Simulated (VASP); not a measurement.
A run of VASP 6.6.1:

INCAR

```
PREC = Accurate
ENCUT = 520
EDIFF = 1E-6
ISMEAR = 0
SIGMA = 0.01
LREAL = F
LASPH = T
NELM = 100
ALGO = Normal
ISIF = 2
LWAVE = F
LCHARG = F
GGA = B5
ALDAX = 1.0
AGGAX = 1.0
AGGAC = 1.0
ALDAC = 0.0
NBANDS = 24
```

The input KPOINTS:

```
regular mesh
0
Gamma
  5 5 4
```

Contents of POSCAR:

```
Sr2SO
1.0
    4.0432370000      0.0000000000      0.0000000000
    0.0000000000      4.0432370000      0.0000000000
    0.0000000000      0.0000000000      5.7180000000
Sr S O
2 1 1
Direct
    0.0000000000      0.0000000000      0.0000000000
    0.5000000000      0.5000000000      0.5000000000
    0.0000000000      0.0000000000      0.5000000000
    0.5000000000      0.5000000000      0.0000000000
```

Potentials or basis: VASP PAW PBE potentials, release 64 (Sr_sv, S, O).

The run is started by

```console
$ cat potpaw_PBE.64/Sr_sv/POTCAR potpaw_PBE.64/S/POTCAR potpaw_PBE.64/O/POTCAR > POTCAR
$ mpirun -np 1 vasp_std > vasp.out
```

Hardware: 1 thread of Intel(R) Xeon(R) Platinum 8488C (Sapphire Rapids), on a shared host.

Q: How long does it take, and how much memory?

A: It took 72 s on 1 thread of Intel(R) Xeon(R) Platinum 8488C (Sapphire Rapids), with other jobs on the host, peak memory 0.21 GiB. Counts: scf iterations 15, k points 18.
